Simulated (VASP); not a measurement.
Input:

```
InPd
1.0
    3.20304     0.00000     0.00000
    0.00000     3.20304     0.00000
    0.00000     0.00000     3.20304
In Pd
1 1
Direct
  0.50000   0.50000   0.50000
  0.00000   0.00000   0.00000
```

These are PBE GGA with D4 dispersion, VASP's PBE PAW potentials (set 64) (plane waves; VASP) values and carry that method's errors. Run with 520 eV cut-off, 11×11×11 Γ-centred mesh, first-order Methfessel-Paxton smearing of 0.10 eV, potentials In_d Pd.

Question: Give the stress tensor in GPa (positive for a compressed cell).

Answer: 
```
9.08  0.00  0.00
0.00  9.08  0.00
0.00  0.00  9.08
```
The pressure is its mean diagonal, 9.08 GPa.

The compound is PdIn in the CsCl type structure. This cell is one point of a volume scan, at 0.94 of the reference volume. The electron count is odd and the run is not spin-polarised, which forces a metal.
